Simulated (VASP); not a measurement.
Here is a VASP 6.6.1 calculation.

The input INCAR:

```
SYSTEM = RbYP
  ALGO = Fast
  EDIFF = 1E-6
  EDIFFG = -0.04
  ENCUT = 600
  GGA = PE
  IBRION = 2
  ISIF = 3
  ISMEAR = 0
  LASPH = .TRUE.
  LCHARG = .FALSE.
  LREAL = .FALSE.
  LWAVE = .FALSE.
  NELM = 100
  NSW = 90
  PREC = Accurate
  SIGMA = 0.1
```

Contents of KPOINTS:

```
k-points
0
G
  4 4 4
  0 0 0
```

File POSCAR:

```
RbYP
1.0
    4.0638231100      0.0000000000      0.0000000000
    0.0000000000      4.2271855800      0.0000000000
    0.0000000000      0.0000000000      5.2859716000
Rb Y P
1 1 1
Direct
    0.5000000000      0.0000000000      0.5000000000
    0.0000000000      0.0000000000      0.0000000000
    0.0000000000      0.5000000000      0.0000000000
```

Potentials or basis: VASP PAW PBE potentials, release 64 (Rb_sv, Y_sv, P).

Run with:

```console
$ cat potpaw_PBE.64/Rb_sv/POTCAR potpaw_PBE.64/Y_sv/POTCAR potpaw_PBE.64/P/POTCAR > POTCAR
$ mpirun -np 1 vasp_std > vasp.out
```

(1) Estimate the space group after relaxing (to 0.05 Å).

(2) Estimate the relaxed volume.

Results:

(1) Pmmm (No. 47).

(2) 54.48 Å³/atom.

Caveat: the k mesh is coarse (spacing up to 0.39 Å⁻¹), so the values aren't converged; the volume moved by over 15 % at a fixed basis, so the end points are rough.
